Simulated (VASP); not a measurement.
Crystal: Ir.

```
CELL_PARAMETERS angstrom
0.00000 1.91729 1.91729
1.91729 0.00000 1.91729
1.91729 1.91729 0.00000
ATOMIC_POSITIONS crystal
Ir 0.00000 0.00000 0.00000
```

Base run:

| Property | Result |
| --- | --- |
| Program | VASP 6.6.1 |
| Functional | PBE |
| Potentials or basis | VASP PAW PBE potentials, release 64 (Ir) |
| Cutoff | 520 eV |
| k mesh | 16 × 16 × 16 |
| Occupations | methfessel-paxton, width 0.1 eV |
| Spin | no spin polarisation |

Its results: pressure 11.4 GPa.

Q: After a change of settings the same cell gave: pressure 12.3 GPa. Which change was it?
A. functional from PBE to LDA; potentials or basis from VASP PAW PBE potentials, release 64 (Ir) to VASP PAW LDA potentials, release 64 (Ir)
B. functional from PBE to r2SCAN
C. spin from no spin polarisation to spin-orbit coupling, no magnetisation; further incar settings from ALGO = Normal; EDIFF = 1e-06; NBANDS = 10 to ALGO = Normal; EDIFF = 1e-06; NBANDS = 20

A: C.
